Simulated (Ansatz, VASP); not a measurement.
# AgIr2 (Ir-Ag-Ir stack, (100) layers) in two plane-wave programs

Aim: how closely do two programs agree when they are given the same cell, functional and k mesh? Of the first pair: The structure shown is the start of the Ansatz relaxation below; VASP solves that cell, so the two are compared at the walk's first step.

Program: Ansatz 0.2.0. Level of theory: plane waves, with VASP 6.6.1 beside it; PBE. Results are calculated unless marked as measured.

## (1) Set-up

The cell holds 3 atoms: 2 Ir and 1 Ag. Its edges and angles: a = 2.892 Å, b = 2.892 Å, c = 31.980 Å, α = 90.0°, β = 90.0°, γ = 90.0°. It derives from AgIr2. Vacuum lies along c. The height across the vacuum is the one that the program set for its solve, not the one typed.

Coordinates:

```cif
data_structure
_symmetry_space_group_name_H-M 'P 1'
_symmetry_Int_Tables_number 1
_cell_length_a 2.8921
_cell_length_b 2.8921
_cell_length_c 31.9800
_cell_angle_alpha 90.000
_cell_angle_beta 90.000
_cell_angle_gamma 90.000
_cell_volume 267.48
loop_
_atom_site_label
_atom_site_type_symbol
_atom_site_fract_x
_atom_site_fract_y
_atom_site_fract_z
_atom_site_occupancy
Ir1 Ir 0.00000 0.00000 0.17198 1
Ir2 Ir 0.00000 0.00000 0.29987 1
Ag3 Ag 0.50000 0.50000 0.23593 1
```

## (2) Ansatz: relaxation, PBE

Ansatz runs on its PAW soft_1 files.

The two programs are compared at the cell with which this relaxation starts, whose forces are those of its first step.

The input, input.yaml:

```yaml
crystal:
  lattice:
    - [2.89207, 0.0, 0.0]
    - [0.0, 2.89207, 0.0]
    - [0.0, 0.0, 15.09]
  atoms:
    - { symbol: Ir, position: [0.0, 0.0, 0.36447979] }
    - { symbol: Ag, position: [0.5, 0.5, 0.5] }
    - { symbol: Ir, position: [0.0, 0.0, 0.63552021] }
  periodic: [true, true, false]
kpoints:
  mp_grid: { grid: [10, 10, 1] }
hamiltonian:
  xc: pbe
  pseudopotentials: { kind: paw, azcp: { folder: soft_1 } }
scf:
  occupations: { method: gaussian, width: 0.1 }
output:
  forces: true
  stress: true
  eigenvalues: true
  write_density: true
  write_potential: true
  elf: true
  volumetric_format: npy
relax:
  adjacent_minimum: "off"
  f_tol: 0.005
  max_steps: 80
  cell: { stress_2d_tol: 0.02 }
```

Launch:

```console
$ ansatz run input.yaml --threads 8 --pin off --max-ram 20480MiB --backend cpu --events-out ev --progress --plain --runs-dir out
```

Numbers of over 12 decimals in the logs are rounded to 6 here.

What it wrote:

```text
Warning: crystal.periodic: the lattice vector that does not repeat stood 0.000° off the slab's normal, 15.090 Å along it as the deck builds it. The run solves the slab on a vector along the normal, 31.980 Å long, with every atom where it was (on the deck's vector they left 11.00 Å outside them, and the widest stretch free of ions among them is 2.04 Å). A fractional position that the run reports is one of the run's ce [...]
crystal.periodic: the lattice vector that does not repeat stood 0.000° off the slab's normal, 15.090 Å along it as the deck builds it. The run solves the slab on a vector along the normal, 31.980 Å long, with every atom where it was (on the deck's vector they left 11.00 Å outside them, and the widest stretch free of ions among them is 2.04 Å). A fractional position that the run reports is one of the run's cell, which [...]
Engine: ansatz 0.2.0, aarch64-unknown-linux-gnu
Pseudopotentials: kind: paw
Pseudopotential: Ir, paw, valence charge 17, recommended cutoff 420 eV (normal), soft_1/Ir.paw.azcp
Pseudopotential: Ag, paw, valence charge 19, recommended cutoff 420 eV (normal), soft_1/Ag.paw.azcp
Functional definition: PBE
  parameter kappa = 0.804
  parameter beta = 0.066725
  exchange = pbe_x(kappa = kappa, mu = beta*pi^2/3)
  correlation = pbe_c(beta = beta)
Crystal: 3 atoms, lattice volume = 267.483 Å³
Basis set: ecut = 420 eV, 5191 PW (Γ), exchange–correlation on 40×40×432 points (8 copies of the dense FFT grid, shifted against one another)
Bands: 32, of which v1, the nominal top of the filled ones, is band 27 counted from 1 (26 counted from 0)
Symmetry: 16 space group operations
Space group: P4/mmm (ITA 123), of the structure as read, at distance tolerance 6.4e-5 Å
k-points: 21 of 100
Non-local potential: Ir, projectors of the file, l = 0: 3, l = 1: 2, l = 2: 2, l = 3: 1
Non-local potential: Ag, projectors of the file, l = 0: 3, l = 1: 2, l = 2: 2, l = 3: 1
PAW form: soft (Blöchl's): semilocal exchange-correlation on the pseudo side does not see the compensation charge
PAW one-centre angular grid: Ir, 590 points (default); XC on 64 Gauss nodes
PAW one-centre angular grid: Ag, 590 points (default); XC on 64 Gauss nodes
Initial density: superposition of atomic densities (neutral atoms: chi_scale 0, normalization atom)
Initial wavefunctions: pseudopotential atomic-orbital guess
Functional: x = pbe(κ = 0.804, μ = 0.219515), c = pbe(β = 0.066725)
SCF iter   1: F=—  HF=-31461.010136 eV  |F-HF|=—  |Δ(HF+E_count)|=         —  Δρ=5.67e-2  dr2=1.55e1  ethr=3.10e-3  ⟨swp⟩=14.4  Hψ=4754  notcnv=0
preconditioner: auto → LDOS  [metal: Δε(μ)=0.007 eV  Ē_g=5.462 eV  σ=0.100 eV  W_gap=0.04  n_scr=20 (ndim 8)  ℏωp=12.2 eV  f_vac=0.742  D(μ)=7.94/eV (n_scr^D=58)  β→1.0]
SCF iter   2: F=—  HF=-31460.453613 eV  |F-HF|=—  |Δ(HF+E_count)|=   5.57e-1  Δρ=2.72e-2  dr2=1.01e1  ethr=3.10e-3  ⟨swp⟩=3.4  Hψ=1649  notcnv=0  defer=12
[...]
SCF iter   6: F=-31460.761415 eV  HF=-31460.761415 eV  |F-HF|=3.47e-9  |Δ(HF+E_count)|=   9.82e-9  Δρ=2.99e-7  dr2=4.56e-10  ethr=5.74e-12  ⟨swp⟩=17.8  Hψ=6633  notcnv=0
SCF 7 converged in 6 iterations: F = -31460.761415 eV  dr2 = 4.56e-10
relax step   7: F+E_penalty+E_count = -31460.76141452 eV  Δ(F+E_penalty+E_count) = -7.158e-6 eV  max|allowed force component| = 6.000e-5 eV/Å  Δτ_max = 0.0007 Å  P = +0.001 N/m  Ω = 212.176 Å³  energy of the carried Pulay correction = +5.055e-3 eV  fix = [c, alpha, beta]  reactions: c +0.000 N/m  (6 SCF iters, dr2 threshold 3.04e-9 eV, accepted)
Basis set: ecut = 420 eV, 4199 PW (Γ), exchange–correlation on 36×36×432 points (8 copies of the dense FFT grid, shifted against one another)
Initial wavefunctions: pseudopotential atomic-orbital guess (no wavefunctions were taken with the density)
iter 1 solved again at ethr=1.30e-6 eV; its pass at ethr=3.10e-3 eV (dr2=6.91e-4 eV) is discarded
SCF iter   1: F=—  HF=-31460.756345 eV  |F-HF|=—  |Δ(HF+E_count)|=         —  Δρ=2.52e-4  dr2=2.11e-5  ethr=1.30e-6  ⟨swp⟩=5.1  Hψ=7933  notcnv=0
preconditioner: auto → LDOS  [metal: Δε(μ)=0.007 eV  Ē_g=6.915 eV  σ=0.100 eV  W_gap=0.04  n_scr=22 (ndim 8)  ℏωp=13.7 eV  f_vac=0.728  D(μ)=5.49/eV (n_scr^D=22)  β→1.0]
SCF iter   2: F=—  HF=-31460.756349 eV  |F-HF|=—  |Δ(HF+E_count)|=   3.61e-6  Δρ=9.75e-5  dr2=1.40e-5  ethr=3.97e-8  ⟨swp⟩=3.9  Hψ=1738  notcnv=0
SCF iter   3: F=—  HF=-31460.756334 eV  |F-HF|=—  |Δ(HF+E_count)|=   1.42e-5  Δρ=2.51e-5  dr2=4.56e-6  ethr=2.65e-8  ⟨swp⟩=2.7  Hψ=1465  notcnv=0
SCF iter   4: F=—  HF=-31460.756501 eV  |F-HF|=—  |Δ(HF+E_count)|=   1.67e-4  Δρ=1.15e-5  dr2=6.73e-7  ethr=8.60e-9  ⟨swp⟩=3.6  Hψ=1378  notcnv=0
SCF iter   5: F=—  HF=-31460.756501 eV  |F-HF|=—  |Δ(HF+E_count)|=   5.13e-8  Δρ=6.95e-6  dr2=4.54e-7  ethr=1.27e-9  ⟨swp⟩=3.5  Hψ=1428  notcnv=0
SCF iter   6: F=—  HF=-31460.756501 eV  |F-HF|=—  |Δ(HF+E_count)|=   7.78e-8  Δρ=1.55e-6  dr2=1.04e-8  ethr=8.57e-10  ⟨swp⟩=2.9  Hψ=973  notcnv=0
SCF iter   7: F=—  HF=-31460.756501 eV  |F-HF|=—  |Δ(HF+E_count)|=   2.87e-8  Δρ=6.39e-7  dr2=1.15e-9  ethr=1.96e-11  ⟨swp⟩=3.9  Hψ=1708  notcnv=0
SCF iter   8: F=—  HF=-31460.756501 eV  |F-HF|=—  |Δ(HF+E_count)|=   2.66e-9  Δρ=1.70e-7  dr2=7.82e-11  ethr=2.18e-12  ⟨swp⟩=4.2  Hψ=1538  notcnv=0
SCF iter   9: F=-31460.756501 eV  HF=-31460.756501 eV  |F-HF|=2.55e-10  |Δ(HF+E_count)|=  4.40e-10  Δρ=2.14e-8  dr2=5.97e-13  ethr=1.00e-12  ⟨swp⟩=15.0  Hψ=5826  notcnv=0
SCF 8 converged in 9 iterations: F = -31460.756501 eV  dr2 = 5.97e-13
relax step   8: F+E_penalty+E_count = -31460.75650129 eV  Δ(F+E_penalty+E_count) = +4.913e-3 eV  max|allowed force component| = 3.064e-4 eV/Å  Δτ_max = 0.0000 Å  P = -0.012 N/m  Ω = 212.176 Å³  fix = [c, alpha, beta]  reactions: c -0.000 N/m  stress off target by 1.18e-2 N/m on what of the cell is left free  SCF on the basis re-selected at this cell (its energy is not comparable with the rows above)  (9 SCF iters)
basis re-selected at this cell: Δ(F+E_penalty+E_count) = +4.913e-3 eV, ΔP = -0.012 N/m vs the last step (what re-selecting the basis moved, of the pressure what is left beyond the Pulay correction that the steps carried, after the strain that the cell walked since its last selection, with what the two solves' SCF thresholds leave and, on support functions, any second-order correction that the steps lacked; it is no measure of the basis error at this ecutwfc). The dense FFT grid was sized anew with the basis: this SCF ran on 18×18×216 points, the steps before it on 20×20×216, so part of this shift can come from that change (see relax.cell in the input reference). [rest of the remark cut]
WARN: The input density's exchange-correlation potential varies sharply where the density is thin. Do not read a vacuum level from v_tot or v_xc, or from such a field of the output density. On a cell that repeats whose density bears no net charge and no dipole along the vacuum's axis use v_es (v_loc + v_h of the components); under efield.dipole_correction with no amplitude use v_es + v_field, which holds any external [...]
SCF converged after 9 iterations
Free energy (F): -31460.756501 eV
Harris-Foulkes:  -31460.756501 eV  (|F-HF|=2.55e-10)
Internal energy: -31460.729022 eV  (E = F + TS)
E sigma→0 (E₀):  -31460.742762 eV
Entropy (-TS):   -0.027479 eV (-9.160 meV/atom)
Fermi energy:    -5.850496 eV
--- Per-component energies (eV) ---
  E_band       = -1876.272246
  E_kinetic    = 1544.219175
  E_local      = -226384.359692  (includes V_loc(G=0)·N_el)
  E_nonlocal   = 414.312354
  E_hartree    = 112160.579122
  E_xc         = -615.880380
  E_vxc        = -709.628466  (∫ρ·V_xc dr)
  E_paw        = -22486.210515  (= ΣΔE_a)
  E_vpaw       = -1061.974966  (= ΣTr[D̂ρ^β])
  E_aug_tail   = 0.001121  (compensation charges beyond the density's cutoff)
  E_ewald      = 103906.609793
  E_smearing   = -0.027479  (= −TS)
  E_closure    = -0.000000  (closes the sum)
  Σ components = -31460.756501   (vs F -31460.756501, Δ=0.00e0)
--- Forces (eV/Å), atoms counted from 1 ---
  atom   1  Ir     0.00000000     0.00000000    -0.00030635
  atom   2  Ag    -0.00000000     0.00000000     0.00000000
  atom   3  Ir     0.00000000     0.00000000     0.00030635
  max |Σ_I F_I| component: 1.26e-29 eV/Å
--- 2D stress c σ (N/m, compression-positive) ---
       -0.011819      -0.000000      -0.000000
       -0.000000      -0.011819       0.000000
       -0.000000       0.000000      -0.000000
  P = ½ c Tr σ = -0.0118 N/m
--- Band table (eV; the first three rows and the last of 21) ---
  k-point 0: bands = [... 23 lower, -6.5973, -5.6794, -5.6794, -5.4527, -5.4527, -5.2204, -4.3211, -4.3147, ... 1 higher]
  k-point 1: bands = [... 23 lower, -7.0269, -6.6219, -5.6268, -5.4327, -5.3474, -4.6246, -4.6186, -3.9764, ... 1 higher]
  k-point 2: bands = [... 23 lower, -7.6614, -7.3942, -5.5057, -5.4005, -5.3483, -5.3028, -4.7837, -2.5363, ... 1 higher]
  k-point 20: bands = [... 23 lower, -6.2218, -5.7935, -2.2885, -2.2884, -0.7873, -0.7873, 1.6758, 1.6758, ... 1 higher]
--- Relaxed structure (7 steps of the walk, 7 accepted, 1 SCFs on fresh bases) ---
  F+E_penalty+E_count = -31460.75650129 eV   max|allowed force component| = 3.064e-4 eV/Å   (the final SCF, on the basis selected at the relaxed cell)
  cell:  # Å, volume = 212.1762 Å³
    - [2.575782, 0, 0]
    - [0, 2.575782, 0]
    - [0, 0, 31.9799998756]
  atoms:
    - { symbol: Ir, position: [0, 0, 0.162982] }
    - { symbol: Ag, position: [0.500000, 0.500000, 0.235929] }
    - { symbol: Ir, position: [0, 0, 0.308876] }
```

## (3) VASP: single point, PBE, start cell, pair 1

The same cell, functional, mesh and smearing now go to VASP, with its own data sets.

Lines of VASP's logs that name or quote its potential files are left out, and so is its time.

The input, INCAR:

```
SYSTEM = AgIr2
PREC = Accurate
ENCUT = 400
EDIFF = 1E-06
NELM = 120
ISMEAR = 0
SIGMA = 0.1
LREAL = .FALSE.
ALGO = Normal
GGA = PE
NBANDS = 20
LASPH = .TRUE.
LORBIT = 11
LWAVE = .FALSE.
LCHARG = .FALSE.
ISIF = 2
LDIPOL = .TRUE.
IDIPOL = 3
DIPOL = 0.5 0.5 0.236
LVHAR = .TRUE.
GGA_COMPAT = .FALSE.
NELMDL = -8
KPAR = 2
```

The input, POSCAR:

```
AgIr2
1.0
    2.8920700000      0.0000000000      0.0000000000
    0.0000000000      2.8920700000      0.0000000000
    0.0000000000      0.0000000000     31.9800000000
Ir Ag
2 1
Direct
    0.0000000000      0.0000000000      0.1719824891
    0.0000000000      0.0000000000      0.2998749218
    0.5000000000      0.5000000000      0.2359287054
```

The input, KPOINTS:

```
Automatic mesh
0
Gamma
10 10 1
0 0 0
```

Potentials, in the order of the species: Ir and Ag (PBE family, release 64).

Launch:

```console
$ mpirun -np 2 vasp_std
```

What it wrote:

```text
[banner, memory and clock lines left out]
running    2 mpi-ranks, on    1 nodes
 distrk:  each k-point on    1 cores,    2 groups
 distr:  one band on    1 cores,    1 groups

 POSCAR found type information on POSCAR IrAg
 POSCAR found :  2 types and       3 ions
 LDA part: xc-table for (Slater+PW92), standard interpolation
 POSCAR, INCAR and KPOINTS ok, starting setup
 FFT: planning ... GRIDC
 FFT: planning ... GRID_SOFT
 FFT: planning ... GRID
 WAVECAR not read
 entering main loop
       N       E                     dE             d eps       ncg     rms          rms(c)
DAV:   1     0.190543758912E+03    0.19054E+03   -0.88346E+03   840   0.878E+02
DAV:   2    -0.389347190762E+01   -0.19444E+03   -0.18450E+03  1196   0.260E+02
DAV:   3    -0.163795209455E+02   -0.12486E+02   -0.11653E+02   992   0.642E+01
DAV:   4    -0.167233235934E+02   -0.34380E+00   -0.32984E+00  1028   0.124E+01
DAV:   5    -0.167311957276E+02   -0.78721E-02   -0.77646E-02  1112   0.156E+00
DAV:   6    -0.167314243871E+02   -0.22866E-03   -0.22864E-03  1152   0.255E-01
DAV:   7    -0.167314315076E+02   -0.71205E-05   -0.71201E-05  1080   0.333E-02
DAV:   8    -0.167314317589E+02   -0.25131E-06   -0.25131E-06   876   0.598E-03    0.105E+01
DAV:   9    -0.156582523094E+02    0.10732E+01   -0.38053E+00   972   0.208E+01    0.712E+00
DAV:  10    -0.156081428357E+02    0.50109E-01   -0.56280E-01  1044   0.965E+00    0.292E+00
DAV:  11    -0.155934398512E+02    0.14703E-01   -0.29133E-01  1104   0.812E+00    0.221E+00
DAV:  12    -0.155731282427E+02    0.20312E-01   -0.50851E-02   952   0.336E+00    0.175E-01
DAV:  13    -0.155730414371E+02    0.86806E-04   -0.80102E-03  1120   0.912E-01    0.138E-01
DAV:  14    -0.155729117521E+02    0.12968E-03   -0.63768E-04  1004   0.324E-01    0.583E-02
DAV:  15    -0.155728731173E+02    0.38635E-04   -0.11980E-04  1168   0.114E-01    0.255E-02
DAV:  16    -0.155728730125E+02    0.10475E-06   -0.16788E-05   880   0.346E-02    0.780E-03
DAV:  17    -0.155728868549E+02   -0.13842E-04   -0.45819E-06   824   0.230E-02    0.367E-03
DAV:  18    -0.155729105649E+02   -0.23710E-04   -0.34023E-06   724   0.112E-02    0.210E-03
DAV:  19    -0.155729357956E+02   -0.25231E-04   -0.19243E-06   660   0.784E-03    0.164E-03
DAV:  20    -0.155729457464E+02   -0.99509E-05   -0.38854E-07   588   0.247E-03    0.532E-04
DAV:  21    -0.155729527506E+02   -0.70041E-05   -0.21758E-07   556   0.269E-03    0.384E-04
DAV:  22    -0.155729573523E+02   -0.46018E-05   -0.22479E-07   584   0.193E-03    0.182E-04
DAV:  23    -0.155729582539E+02   -0.90161E-06   -0.25816E-08   516   0.892E-04
   1 F= -.15572958E+02 E0= -.15555011E+02  d E =-.358945E-01
```

From OUTCAR (step 3):

```text
ion  position               nearest neighbor table
   1  0.000  0.000  0.172-   3 2.89   3 2.89   3 2.89   3 2.89
   2  0.000  0.000  0.300-   3 2.89   3 2.89   3 2.89   3 2.89
   3  0.500  0.500  0.236-   1 2.89   1 2.89   1 2.89   1 2.89   2 2.89   2 2.89   2 2.89   2 2.89

  LATTYP: Found a simple tetragonal cell.
 ALAT       =     2.8920700000
 C/A-ratio  =    11.0578236350

 Subroutine GETGRP returns: Found 16 space group operations
 (whereof  8 operations were pure point group operations)

The static configuration has the point symmetry C_4v.
 The point group associated with its full space group is D_4h.

 Found     21 irreducible k-points:

   k-points           NKPTS =     21   k-points in BZ     NKDIM =     21   number of bands    NBANDS=     20

   dimension x,y,z NGX =    20 NGY =   20 NGZ =  210
   dimension x,y,z NGXF=    40 NGYF=   40 NGZF=  420

   ENCUT  =  400.0 eV  29.40 Ry    5.42 a.u.   4.72  4.72 52.15*2*pi/ulx,y,z

   NELECT =      29.0000    total number of electrons

 k-points in reciprocal lattice and weights: Automatic mesh
   0.00000000  0.00000000  0.00000000       0.010
   0.10000000  0.00000000  0.00000000       0.040
   0.20000000  0.00000000  0.00000000       0.040
   0.30000000  0.00000000  0.00000000       0.040
   0.40000000  0.00000000  0.00000000       0.040
   0.50000000  0.00000000  0.00000000       0.020
   0.10000000  0.10000000  0.00000000       0.040
   0.20000000  0.10000000  0.00000000       0.080
   0.30000000  0.10000000  0.00000000       0.080
[...]
0.50000000  0.40000000  0.00000000       0.040
   0.50000000  0.50000000  0.00000000       0.010

 dipolmoment           0.000000      0.000000     -0.000000 electrons x Angstroem

 average (electrostatic) potential at core
       1 -60.8534       2 -60.8534       3 -82.1763

 E-fermi :  -3.2129

 k-point     1 :       0.0000    0.0000    0.0000
  band No.  band energies     occupation
    ...
      9      -6.3385      2.00000
     10      -5.3211      2.00000
     11      -4.5478      2.00000
     12      -3.4222      1.99692
     13      -3.4222      1.99692
     14      -3.0518      0.02271
     15      -2.9657      0.00047
     16      -2.9657      0.00047
     17      -2.5828      0.00000
     18      -2.5322      0.00000
    ...

 k-point     2 :       0.1000    0.0000    0.0000
  band No.  band energies     occupation
    ...
     10      -5.3118      2.00000
     11      -4.4482      2.00000
     12      -3.9305      2.00000
     13      -3.4797      1.99984
     14      -3.3659      1.96948
     15      -3.0017      0.00282
     16      -2.7010      0.00000
     17      -2.6916      0.00000
     18      -2.4536      0.00000
     19      -0.4232      0.00000
    ...

 k-point     3 :       0.2000    0.0000    0.0000
  band No.  band energies     occupation
    ...
     10      -5.1749      2.00000
     11      -4.4434      2.00000
     12      -4.3713      2.00000
     13      -4.0207      2.00000
     14      -3.2798      1.65588
     15      -3.1610      0.46301
     16      -3.0613      0.03201
     17      -2.8864      0.00000
     18      -1.6656      0.00000
     19       0.7423      0.00000
    ...

  Total      -10.2822842    -10.2822842     -1.5933932      0.0000000      0.0000000      0.0000000
  in kB      -61.5891382    -61.5891382     -9.5441549      0.0000000      0.0000000      0.0000000
  external PRESSURE =     -44.2408104 kB  Pullay stress =       0.0000000 kB

  energy-cutoff  :      400.00
  volume of cell :      267.48
      direct lattice vectors                 reciprocal lattice vectors
     2.892070000  0.000000000  0.000000000     0.345773097  0.000000000  0.000000000
     0.000000000  2.892070000  0.000000000     0.000000000  0.345773097  0.000000000
     0.000000000  0.000000000 31.980000000     0.000000000  0.000000000  0.031269543

 POSITION                                       TOTAL-FORCE (eV/Angst)
 -----------------------------------------------------------------------------------
      0.00000      0.00000      5.50000         0.000000      0.000000      0.377104
      0.00000      0.00000      9.59000        -0.000000      0.000000     -0.377104
      1.44603      1.44603      7.54500         0.000000      0.000000     -0.000000
 -----------------------------------------------------------------------------------
    total drift:                               -0.000000     -0.000000     -0.000061

  FREE ENERGIE OF THE ION-ELECTRON SYSTEM (eV)
  ---------------------------------------------------
  free  energy   TOTEN  =       -15.5729582539 eV

  energy  without entropy=      -15.5370638017  energy(sigma->0) =      -15.55501103

 vacuum level on the upper side and lower side of the slab         2.509         2.509

 total charge
# of ion       s       p       d       tot
------------------------------------------
    1        0.576   0.270   6.864   7.710
    2        0.576   0.270   6.864   7.710
    3        0.396   0.359   9.089   9.844
--------------------------------------------------
tot          1.549   0.898  22.817  25.264

[... 3 further parts left out ...]
```

This run has no spin polarisation. Its electron count is odd, so without a moment it is a metal by construction.

## (4) Differences

Known differences besides the potentials themselves: Ansatz cuts the interaction across the vacuum, VASP repeats the sheet with a dipole correction (LDIPOL); the data sets hold 53 valence electrons in Ansatz (on its PAW soft_1 files) and 29 in VASP; the cutoff is 420 eV in Ansatz and 400 eV in VASP. Total energies have different zeros and are not compared.

Forces (eV/Å; atoms numbered as in POSCAR):

| atom | Ansatz x, y, z | VASP x, y, z |
| --- | --- | --- |
| Ir1 | 0.000, 0.000, 0.379 | 0.000, 0.000, 0.377 |
| Ir2 | 0.000, 0.000, -0.379 | 0.000, 0.000, -0.377 |
| Ag3 | 0.000, 0.000, 0.000 | 0.000, 0.000, 0.000 |

The forces differ by 1.1 meV/Å r.m.s., which is 0.6 % of the r.m.s. force of 0.178 eV/Å (both taken over all components). Where the cell holds vacuum, a pressure given here is an average over it and none of the material.

(Part 1 of 2 ends here.)

[Lines on the potential files, build, host, timing and source positions are cut from VASP's logs without a mark.]

[Logs are printed without paths, hosts, clocks, repeated set-up lines and the standing remarks that a program may print on its own settings, such as how far it seeks lower states.]

[Hosts, paths, dates, database ids (printed as entryN), source tags and the programs' standing remarks are cut or masked in the printed files.]
